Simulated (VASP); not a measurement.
A cell of Pm (relaxed from the beta-Sn structure, space group I4_1/amd) near equilibrium:

```xyz
2
Lattice="-3.0439 3.0439 1.7180 3.0439 -3.0439 1.7180 3.0439 3.0439 -1.7180" Properties=species:S:1:pos:R:3 pbc="T T T"
Pm     0.0000     3.0439     0.8590
Pm    -3.0439     3.0439     1.7180
```

These are PBEsol GGA, VASP's PBE PAW potentials (set 64) (plane waves; VASP 6.6.1) values and carry that method's errors.

The 4f electrons are frozen in the core of the lanthanide potential, so 4f levels, which can set the real gap, and their magnetism are missing.

```csv
run,ΔE (meV/atom),σxx,σyy,σzz,"largest shear component, with its sign (GPa)",largest force (eV/Å)
as it is,0.0,0.04,0.04,0.06,0.00,0.000
after one change,6.5,-0.01,0.07,0.04,1.11,0.270
```
Stress is in GPa, positive when the cell is compressed.

Name the change that produced these shifts.
(A) atom 1 (Pm) moved by -0.050 Å along x
(B) isotropic strain of +2.0 %
(C) atom 2 (Pm) moved by -0.150 Å along y
(D) atom 2 (Pm) moved by 0.100 Å along y

D, atom 2 (Pm) moved by 0.100 Å along y

The structure was generated: Pm was put into the beta-Sn type (I4_1/amd), which need not be its known phase.
